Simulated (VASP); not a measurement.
**ZnO (relaxed from the CsCl structure, space group Pm-3m): computed properties**

Calculation: r2SCAN meta-GGA, VASP's PBE PAW potentials (set 64) (plane waves; VASP).

```
Quantity                                                               Value
----------------------------------  ----------------------------------------
space group                                                      Pm-3m (221)
cell                                a = b = c = 2.6512 Å, α = β = γ = 90.00°
volume per atom                                                9.32 Å^3/atom
band gap (over mesh and band path)  none (metal, semimetal or under 0.01 eV)
density                                                           7.25 g/cm³
optical Γ-point spectrum                                      107i (×3) cm⁻¹
C11                                                                  492 GPa
C12                                                                 35.9 GPa
C44                                                                -72.8 GPa
```

```cif
data_OZn
_chemical_formula_sum 'Zn1 O1'
_space_group_name_H-M_alt 'Pm-3m'
_space_group_IT_number 221
_space_group_name_Hall '-P 4 2 3'
_cell_length_a 2.65119
_cell_length_b 2.65119
_cell_length_c 2.65119
_cell_angle_alpha 90.000
_cell_angle_beta 90.000
_cell_angle_gamma 90.000
loop_
_atom_site_label
_atom_site_type_symbol
_atom_site_symmetry_multiplicity
_atom_site_Wyckoff_symbol
_atom_site_fract_x
_atom_site_fract_y
_atom_site_fract_z
_atom_site_occupancy
Zn1 Zn 1 a 0.00000 0.00000 0.00000 1
O1 O 1 b 0.50000 0.50000 0.50000 1
```

Finite-difference elastic constants of metals are sensitive to mesh and smearing; shear constants can be off by tens of GPa.

The structure was generated: ZnO was put into the CsCl type (Pm-3m), which need not be its known phase. It was relaxed first, which changed the volume by +22 %. Symmetry was kept, so distortions that lower it aren't found.
